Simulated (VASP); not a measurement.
**PbTe (relaxed from the rock salt structure, space group Fm-3m): computed properties**

These are PBEsol GGA, VASP's PBE PAW potentials (set 64) (plane waves; VASP) values and carry that method's errors.

| Quantity | Value |
|---|---|
| space group | Fm-3m (225) |
| cell | a = b = c = 6.4422 Å, α = β = γ = 90.00° |
| volume per atom | 33.42 Å³/atom |
| band gap (over mesh and band path) | 0.65 eV |
| smallest direct gap (over mesh and band path) | 0.65 eV |
| band-edge character | direct, L to L |
| density | 8.32 g/cm³ |

```
CELL_PARAMETERS angstrom
      0.00000     3.22109     3.22109
      3.22109     0.00000     3.22109
      3.22109     3.22109     0.00000
ATOMIC_POSITIONS crystal
  Pb 0.00000 0.00000 0.00000
  Te 0.50000 0.50000 0.50000
```

Unless said otherwise, spin-orbit coupling is left out, though it shifts the bands of the heavy elements here.

The structure was generated: PbTe was put into the rock salt type (Fm-3m), which need not be its known phase. It was relaxed first, which changed the volume by +16 %. Symmetry was kept, so distortions that lower it aren't found.
